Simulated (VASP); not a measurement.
```xyz
6
Lattice="3.8960 0.0000 0.0000 0.0000 2.5444 4.3966 0.0000 -2.5444 4.3966" Properties=species:S:1:pos:R:3 pbc="T T T"
Ce     0.0000     0.0000     0.0304
Al     0.0000     0.0000     5.9048
Cu     0.0000     0.0000     2.9226
Cu     1.9480     0.0000     4.3691
Ni     1.9480     1.2826     6.5716
Ni     1.9480    -1.2826     6.5716
```

Calculation: PBEsol GGA, VASP's PBE PAW potentials (set 64) (plane waves; VASP). Settings: 400 eV cut-off, 9×8×8 Γ-centred mesh, tetrahedra with Blöchl corrections, potentials Ce Al Cu Ni.

The cores are frozen, which limits the accuracy of field gradients.

Q: Give the principal components of the electric field gradient (V/Å²) and the asymmetry η at each nucleus.

A: 
```csv
atom,Vxx,Vyy,Vzz,η
Ce1,-42.6,-24.5,67.1,0.27
Al2,15.3,7.8,-23.1,0.32
Cu3,19.0,18.6,-37.5,0.01
Cu4,-27.8,-15.3,43.1,0.29
Ni5,-20.6,-19.5,40.0,0.03
Ni6,-20.6,-19.5,40.0,0.03
```

The structure comes from a computed database's AlCeCu2Ni2 entry (Amm2); how it stands against other phases isn't given here. It was relaxed first. The run is not spin-polarised, so no magnetic state was tried.
